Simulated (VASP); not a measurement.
```
MnF2
1.0
    4.86357     0.00000     0.00000
    0.00000     4.86357     0.00000
    0.00000     0.00000     3.30006
Mn F
2 4
Direct
  0.00000   0.00000   0.00000
  0.50000   0.50000   0.50000
  0.30313   0.30313   0.00000
  0.80313   0.19687   0.50000
  0.19687   0.80313   0.50000
  0.69687   0.69687   0.00000
```
Starting moments (μB, in the order of the record's atoms Mn Mn F F F F): 4.5 -4.5 0.0 0.0 0.0 0.0.

Level of theory: vdW-DF-cx, VASP's PBE PAW potentials (set 64) (plane waves; VASP). Settings: 520 eV cut-off, 5×5×8 Γ-centred mesh, tetrahedra with Blöchl corrections, potentials Mn_pv F.

The cores are frozen, which limits the accuracy of field gradients.

Q: Give the principal components of the electric field gradient (V/Å²) and the asymmetry η at each nucleus.

A: 
```json
[
 {"atom": "Mn1", "Vxx": "-14.6", "Vyy": "-10.0", "Vzz": "24.6", "η": "0.19"},
 {"atom": "Mn2", "Vxx": "-14.6", "Vyy": "-10.0", "Vzz": "24.6", "η": "0.19"},
 {"atom": "F3", "Vxx": "46.3", "Vyy": "17.7", "Vzz": "-64.0", "η": "0.45"},
 {"atom": "F4", "Vxx": "46.3", "Vyy": "17.7", "Vzz": "-64.0", "η": "0.45"},
 {"atom": "F5", "Vxx": "46.3", "Vyy": "17.7", "Vzz": "-64.0", "η": "0.45"},
 {"atom": "F6", "Vxx": "46.3", "Vyy": "17.7", "Vzz": "-64.0", "η": "0.45"}
]
```

The compound is MnF2 in the rutile structure. It was relaxed first.
